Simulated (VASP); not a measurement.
Write the native input for VASP 6.6.1 that does the following.

```yaml
Task: relaxation of cell and atoms
Functional: PBE
Potentials_or_basis: VASP PAW PBE potentials, release 64 (Tl_d, Mo_sv)
Cutoff: 600 eV
k_mesh: 12 × 12 × 12
Occupations: gaussian, width 0.1 eV
Spin: no spin polarisation
Dipole_correction: no
Further_INCAR_settings: ALGO = Normal; EDIFF = 1e-06; IBRION = 2; EDIFFG = -0.01; NSW = 100; ISIF = 3
```

The structure of Tl3Mo lies in POSCAR:

```
Tl3Mo
1.0
   -3.0084938176      3.0084938176      3.0084938176
    3.0084938176     -3.0084938176      3.0084938176
    3.0084938176      3.0084938176     -3.0084938176
Tl Mo
3 1
Direct
    0.0000000000      0.5000000000      0.5000000000
    0.5000000000      0.0000000000      0.5000000000
    0.5000000000      0.5000000000      0.0000000000
    0.0000000000      0.0000000000      0.0000000000
```

The cell was built by a generator and needn't be a form met in nature.

The cell isn't the ideal one: species swapped into the Sb3Au type (Im-3m, No. 229).

These files were run (other wordings do the same):

INCAR

```
  PREC = Accurate
  ENCUT = 600
  EDIFF = 1E-6
  ISMEAR = 0
  SIGMA = 0.1
  LREAL = False
  LASPH = True
  NELM = 80
  ALGO = Normal
  ISIF = 3
  LWAVE = False
  LCHARG = False
  GGA = PE
  IBRION = 2
  NSW = 100
  EDIFFG = -0.01
```

KPOINTS

```
regular mesh
0
Gamma
  12 12 12
```

Potentials or basis: VASP PAW PBE potentials, release 64 (Tl_d, Mo_sv).

Launch:

```console
$ cat potpaw_PBE.64/Tl_d/POTCAR potpaw_PBE.64/Mo_sv/POTCAR > POTCAR
$ mpirun -np 1 vasp_std > vasp.out
```

It gave:

```yaml
Pressure_after_relaxing: 0.0 GPa
Band_gap_on_the_k_mesh: none (metal or under the smearing width)
```

Caveat: the relaxation stopped at its first step, so nothing moved.

Wall time 3 min on 1 thread of Intel(R) Xeon(R) Platinum 8488C (Sapphire Rapids), on a shared host, peak memory 0.42 GiB.
